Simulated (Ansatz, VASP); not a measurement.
# One calculation of Sb3C, two programs

Contents of INCAR:

```
SYSTEM = Sb3C
ALGO = Normal ; EDIFF = 1E-7
ENCUT = 520 ; GGA = PE
ISIF = 2 ; ISMEAR = 0
LASPH = .TRUE. ; LCHARG = .FALSE.
LREAL = .FALSE. ; LWAVE = .FALSE.
NBANDS = 18 ; NELM = 100
PREC = Accurate ; SIGMA = 0.1
```

The input KPOINTS:

```
k-points
0
G
  6 6 6
  0 0 0
```

Contents of POSCAR:

```
Sb3C
1.0
   -2.1720035273      2.1720035273      4.8517481390
    2.1720035273     -2.1720035273      4.8517481390
    2.1720035273      2.1720035273     -4.8517481390
Sb C
3 1
Direct
    0.5000000000      0.5000000000      0.0000000000
    0.2500000000      0.7500000000      0.5000000000
    0.7500000000      0.2500000000      0.5000000000
    0.0000000000      0.0000000000      0.0000000000
```

Input for Ansatz:

```yaml
crystal:
  lattice:
    - [-2.1720035273, 2.1720035273, 4.851748139]
    - [2.1720035273, -2.1720035273, 4.851748139]
    - [2.1720035273, 2.1720035273, -4.851748139]
  atoms:
    - { symbol: Sb, position: [0.5, 0.5, 0.0] }
    - { symbol: Sb, position: [0.25, 0.75, 0.5] }
    - { symbol: Sb, position: [0.75, 0.25, 0.5] }
    - { symbol: C, position: [0.0, 0.0, 0.0] }
basis:
  ecutwfc: 420
kpoints:
  mp_grid: { grid: [6, 6, 6] }
hamiltonian:
  xc: pbe
scf:
  occupations: { method: gaussian, width: 0.1 }
  lower_state_search: "off"
output:
  forces: true
  stress: true
  eigenvalues: true
```

Alike in both runs: task single point; functional PBE; k mesh 6 × 6 × 6; occupations gaussian, width 0.1 eV; no spin polarisation.

```csv
,VASP,Ansatz
version,VASP 6.6.1,Ansatz 0.2.0
potentials or method,"VASP PAW PBE potentials, release 64 (Sb, C)","scalar-relativistic, plane waves, PAW"
plane-wave cutoff (eV),520,420
valence electrons in the cell,19,49
```

|  | VASP | Ansatz | Ansatz less VASP |
| --- | --- | --- | --- |
| gap on the k mesh at the Fermi level (eV) | none | none | - |
| pressure (GPa) | -0.8 | -0.7 | +0.13 |
| largest component of the traceless stress (GPa) | 0.11 | 0.14 | +0.027 |

A gap of «none» marks a metal or a gap that the smearing closes. The two sets of potentials don't hold the same shells in valence.

Spin-orbit coupling is left out, which matters for the levels of Sb.
